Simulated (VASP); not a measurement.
```
BeTe
1.0
    0.00000     2.78125     2.78125
    2.78125     0.00000     2.78125
    2.78125     2.78125     0.00000
Be Te
1 1
Direct
  0.00000   0.00000   0.00000
  0.25000   0.25000   0.25000
```

The numbers are results of LDA (Ceperley-Alder, Perdew-Zunger), VASP's LDA PAW potentials (set 64) (plane waves; VASP), not measurements. Settings: 520 eV cut-off, Gaussian smearing of 0.050 eV, potentials Be Te.

Unless said otherwise, spin-orbit coupling is left out, though it shifts the bands of the heavy elements here.

Give the energies of bands 2 to 7 at the high-symmetry points, in eV from the valence-band maximum.

```json
[
 {"band": "2", "Γ": "0.00", "X": "-5.28", "U": "-4.89", "L": "-5.78", "W": "-4.69"},
 {"band": "3", "Γ": "0.00", "X": "-2.79", "U": "-4.11", "L": "-1.19", "W": "-3.91"},
 {"band": "4", "Γ": "0.00", "X": "-2.79", "U": "-2.35", "L": "-1.19", "W": "-3.40"},
 {"band": "5", "Γ": "3.55", "X": "1.78", "U": "2.58", "L": "3.15", "W": "5.21"},
 {"band": "6", "Γ": "3.55", "X": "2.60", "U": "5.23", "L": "4.54", "W": "5.43"},
 {"band": "7", "Γ": "3.55", "X": "9.83", "U": "7.95", "L": "4.54", "W": "5.56"}
]
```

The gap is indirect, 1.78 eV, from the valence maximum at Γ to the conduction minimum at X.

Measured: gap 2.80 eV (computed value off by -1.02 eV), as given by Das et al., (2018), arXiv:1807.05623.

The compound is BeTe in the zinc blende structure. It was relaxed first.
